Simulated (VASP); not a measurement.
A run of VASP 6.6.1 is set up as follows.

INCAR

```
SYSTEM = Na3TeH
PREC     = Accurate       ! precision mode
ENCUT    = 300            ! plane-wave cutoff, eV
EDIFF    = 1E-7           ! SCF threshold, eV
ISMEAR   = 0              ! smearing method
SIGMA    = 0.03           ! smearing width, eV
LREAL    = .False.        ! projectors in reciprocal space
LASPH    = .True.         ! aspherical terms in the spheres
NELM     = 80             ! most SCF steps
ALGO     = Normal         ! electronic algorithm
ISIF     = 3              ! what is computed and relaxed
LWAVE    = .False.        ! write WAVECAR
LCHARG   = .False.        ! write CHGCAR
GGA      = PE             ! functional
IBRION   = 2              ! ionic algorithm
NSW      = 90             ! ionic steps
EDIFFG   = -0.005         ! ionic threshold
```

KPOINTS

```
Automatic mesh
0
Gamma
  3 3 3
  0 0 0
```

Contents of POSCAR:

```
Na3TeH                                  
1.0
    4.7671700000      0.0000000000      0.0000000000
    0.0000000000      4.7671700000      0.0000000000
    0.0000000000      0.0000000000      4.7671700000
  Na              Te              H             
     3     1     1
Direct
     0.5000000000000000    0.0000000000000000    0.5000000000000000
     0.0000000000000000    0.5000000000000000    0.5000000000000000
     0.5000000000000000    0.5000000000000000    0.0000000000000000
     0.0000000000000000    0.0000000000000000    0.0000000000000000
     0.5000000000000000    0.5000000000000000    0.5000000000000000
```

Potentials or basis: VASP PAW PBE potentials, release 64 (Na_pv, Te, H_s).

Run with:

```sh
$ cat potpaw_PBE.64/Na_pv/POTCAR potpaw_PBE.64/Te/POTCAR potpaw_PBE.64/H_s/POTCAR > POTCAR
$ mpirun -np 1 vasp_std > vasp.out
```

Problem. Estimate the relaxed volume.

Solution. 21.64 Å³/atom.

Problem. What does it give for the space group after relaxing (to 0.05 Å)?

Solution. Pm-3m (No. 221).

Final structure:
```xyz
5
Lattice="4.7650 0.0000 0.0000 0.0000 4.7650 0.0000 0.0000 0.0000 4.7650" Properties=species:S:1:pos:R:3 pbc="T T T"
Na    2.3825    0.0000    2.3825
Na    0.0000    2.3825    2.3825
Na    2.3825    2.3825    0.0000
Te    0.0000    0.0000    0.0000
H     2.3825    2.3825    2.3825
```

Caveat: the k mesh is coarse (spacing up to 0.44 Å⁻¹), so the values aren't converged; the cutoff is under 1.25 times the usual one of these potentials, so pressure, stress and relaxed cells hold a basis-set (Pulay) error.
